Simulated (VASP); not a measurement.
A cell of Zr (hcp) near equilibrium:

```
Zr
1.0
    1.62197    -2.80933     0.00000
    1.62197     2.80933     0.00000
    0.00000     0.00000     5.15056
Zr
2
Cartesian
  1.62197   0.93645   1.28764
  1.62197  -0.93645   3.86292
```

Computed with r2SCAN meta-GGA, VASP's PBE PAW potentials (set 64) (plane waves; VASP).

```json
[
 {"run": "as it is", "ΔE (meV/atom)": "0.0", "σxx": "0.15", "σyy": "0.15", "σzz": "0.14", "largest shear component, with its sign (GPa)": "0.00", "largest force (eV/Å)": "0.000"},
 {"run": "after one change", "ΔE (meV/atom)": "12.1", "σxx": "2.11", "σyy": "5.45", "σzz": "2.16", "largest shear component, with its sign (GPa)": "0.00", "largest force (eV/Å)": "0.078"}
]
```
Stress is in GPa, positive when the cell is compressed.

Name the change that produced these shifts.
(A) uniaxial strain of +3.0 % along z
(B) atom 1 (Zr) moved by -0.100 Å along z
(C) uniaxial strain of -1.5 % along z
(D) uniaxial strain of -3.0 % along y

D, uniaxial strain of -3.0 % along y

The compound is Zr in the hcp structure.
